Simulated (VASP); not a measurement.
Method: r2SCAN meta-GGA, VASP's PBE PAW potentials (set 64) (plane waves; VASP).

A VASP calculation is set up with these files.

INCAR:
```
! general
SYSTEM  = Dy
PREC    = Accurate
ENCUT   = 480
LREAL   = .FALSE.   ! projection in real space or not
LASPH   = .TRUE.   ! aspherical one-centre terms

! electronic loop
EDIFF   = 1E-7
NELM    = 100
ALGO    = Normal
LMAXMIX = 6   ! l cut-off of mixed one-centre charges
LMIXTAU = .TRUE.

! smearing
ISMEAR  = 1
SIGMA   = 0.1

! functional
METAGGA = R2SCAN

! ions
ISIF    = 2   ! forces and stress, cell fixed

! output
LWAVE   = .FALSE.
LCHARG  = .FALSE.
```

POSCAR:
```
Dy
1
    1.8198851606    -3.1363726875     0.0000000000
    1.8198851606     3.1363726875     0.0000000000
    0.0000000000     0.0000000000     5.5712969554
Dy
2
Direct
  0.3333330000   0.6666670000   0.2500000000
  0.6666670000   0.3333330000   0.7500000000
```

KPOINTS:
```
Automatic mesh
0
Gamma
10 10 6
0 0 0
```

POTCAR, in this order: Dy_3 (PBE.64 set). Program: vasp_std.

The run wrote:

**OSZICAR**
```
       N       E                     dE             d eps       ncg     rms          rms(c)
DAV:   1    -0.736495427004E+01   -0.73650E+01   -0.88517E+03  3224   0.122E+03
DAV:   2    -0.628398155830E+02   -0.55475E+02   -0.54499E+02  3269   0.309E+02
DAV:   3    -0.661485624181E+02   -0.33087E+01   -0.29998E+01  4461   0.409E+01
DAV:   4    -0.662789486820E+02   -0.13039E+00   -0.12821E+00  4032   0.878E+00
DAV:   5    -0.662834210306E+02   -0.44723E-02   -0.44690E-02  4646   0.123E+00    0.292E+01
DAV:   6    -0.642598363961E+02    0.20236E+01   -0.43213E-01  3364   0.755E+00    0.158E+01
DAV:   7    -0.627531937021E+02    0.15066E+01   -0.57769E-01  4734   0.781E+00    0.143E+00
DAV:   8    -0.641509336895E+02   -0.13977E+01   -0.52086E-01  4612   0.692E+00    0.315E+00
DAV:   9    -0.640702100621E+02    0.80724E-01   -0.34249E-02  3384   0.229E+00    0.100E+00
DAV:  10    -0.639197938518E+02    0.15042E+00   -0.19626E-02  3339   0.157E+00    0.134E+00
DAV:  11    -0.639327885160E+02   -0.12995E-01   -0.55391E-04  4361   0.278E-01    0.108E+00
DAV:  12    -0.639442330868E+02   -0.11445E-01   -0.61583E-02  3234   0.300E+00    0.543E-01
DAV:  13    -0.639500313002E+02   -0.57982E-02   -0.19798E-03  3884   0.580E-01    0.383E-01
DAV:  14    -0.639465229892E+02    0.35083E-02   -0.58059E-04  3339   0.261E-01    0.563E-01
DAV:  15    -0.639504767770E+02   -0.39538E-02   -0.82161E-04  3334   0.288E-01    0.249E-01
DAV:  16    -0.639534584028E+02   -0.29816E-02   -0.19133E-03  3269   0.527E-01    0.894E-02
DAV:  17    -0.639534091460E+02    0.49257E-04   -0.17114E-04  4246   0.123E-01    0.581E-02
DAV:  18    -0.639534730531E+02   -0.63907E-04   -0.85722E-05  3434   0.107E-01    0.227E-02
DAV:  19    -0.639534576699E+02    0.15383E-04   -0.43261E-05  3354   0.594E-02    0.585E-02
DAV:  20    -0.639534559906E+02    0.16793E-05   -0.30067E-05  3770   0.598E-02    0.251E-02
DAV:  21    -0.639534565573E+02   -0.56670E-06   -0.33879E-06  3594   0.226E-02    0.224E-02
DAV:  22    -0.639534524986E+02    0.40587E-05   -0.55546E-06  3389   0.257E-02    0.673E-03
DAV:  23    -0.639534544912E+02   -0.19927E-05   -0.98181E-07  3384   0.124E-02    0.312E-03
DAV:  24    -0.639534540202E+02    0.47108E-06   -0.17584E-06  3319   0.141E-02    0.231E-03
DAV:  25    -0.639534536907E+02    0.32942E-06   -0.31182E-07  3344   0.709E-03    0.138E-03
DAV:  26    -0.639534538111E+02   -0.12036E-06   -0.73581E-08  1877   0.325E-03    0.147E-03
DAV:  27    -0.639534537881E+02    0.23032E-07   -0.47760E-08  1837   0.238E-03
   1 F= -.63953454E+02 E0= -.63954287E+02  d E =0.249952E-02
```

File OUTCAR:
```
------------------------ aborting loop because EDIFF is reached ----------------------------------------
  FORCE on cell =-STRESS in cart. coord.  units (eV):
  Direction    XX          YY          ZZ          XY          YZ          ZX
  --------------------------------------------------------------------------------------
  Total        0.0749845      0.2090871      0.0678191      0.0000000      0.0000000      0.0000000
  in kB        1.8889652      5.2672018      1.7084591      0.0000000      0.0000000      0.0000000
  external PRESSURE =       2.9548754 kB  Pullay stress =       0.0000000 kB
  volume of cell :       63.60
      direct lattice vectors                 reciprocal lattice vectors
     1.819885161 -3.136372688  0.000000000     0.274742611 -0.159419830  0.000000000
     1.819885161  3.136372688  0.000000000     0.274742611  0.159419830  0.000000000
     0.000000000  0.000000000  5.571296955     0.000000000  0.000000000  0.179491420
 POSITION                                       TOTAL-FORCE (eV/Angst)
 -----------------------------------------------------------------------------------
      1.81989      1.04546      1.39282         0.000000      0.009314      0.000000
      1.81989     -1.04546      4.17847         0.000000     -0.009314      0.000000
 -----------------------------------------------------------------------------------
    total drift:                                0.000000      0.000000      0.000000
  FREE ENERGIE OF THE ION-ELECTRON SYSTEM (eV)
  ---------------------------------------------------
  free  energy   TOTEN  =       -63.9534537881 eV

  energy  without entropy=      -63.9559533045  energy(sigma->0) =      -63.95428696
```
(Selected blocks of OUTCAR.)

**OUTCAR**
```
 val. band max:        3.0502304107   @ k =   0.4000  -0.0000   0.1667

 cond. band min:       3.0662427779   @ k =  -0.4000   0.4000   0.1667


 Fermi energy:         3.0562420692

 k-point     1 :       0.0000    0.0000    0.0000
  band No.  band energies     occupation
      1     -21.5054      2.00000
      2     -20.9145      2.00000
      3     -20.9128      2.00000
      4     -20.7947      2.00000
      5     -20.7928      2.00000
      6     -20.7392      2.00000
      7      -2.2595      2.00000
      8       0.9115      2.00000
      9       4.3168     -0.00000
     10       5.0262     -0.00000
     11       5.1015      0.00000
     12       5.6791      0.00000
     13       5.8455      0.00000

 k-point     2 :       0.1000    0.0000    0.0000
  band No.  band energies     occupation
      1     -21.4835      2.00000
      2     -20.9552      2.00000
      3     -20.9278      2.00000
      4     -20.8380      2.00000
      5     -20.7977      2.00000
      6     -20.7506      2.00000
      7      -2.0198      2.00000
      8       1.1317      2.00000
      9       4.0428     -0.00000
     10       4.5172     -0.00000
     11       5.3113      0.00000
     12       5.5858      0.00000
     13       5.9723      0.00000

 k-point     3 :       0.2000    0.0000    0.0000
  band No.  band energies     occupation
      1     -21.4220      2.00000
      2     -21.0635      2.00000
      3     -20.9643      2.00000
      4     -20.9480      2.00000
      5     -20.8108      2.00000
      6     -20.7845      2.00000
      7      -1.3485      2.00000
      8       1.6736      2.00000
      9       3.4086     -0.00001
     10       3.7435     -0.00000
     11       5.0711      0.00000
     12       5.5071      0.00000
     13       5.5664      0.00000

 k-point     4 :       0.3000   -0.0000    0.0000
  band No.  band energies     occupation
      1     -21.3332      2.00000
      2     -21.1984      2.00000
      3     -21.0763      2.00000
...
```

The 4f electrons are frozen in the core of the lanthanide potential, so 4f levels, which can set the real gap, and their magnetism are missing.

The compound is Dy in the hcp structure. This cell was strained or had an atom moved on purpose.
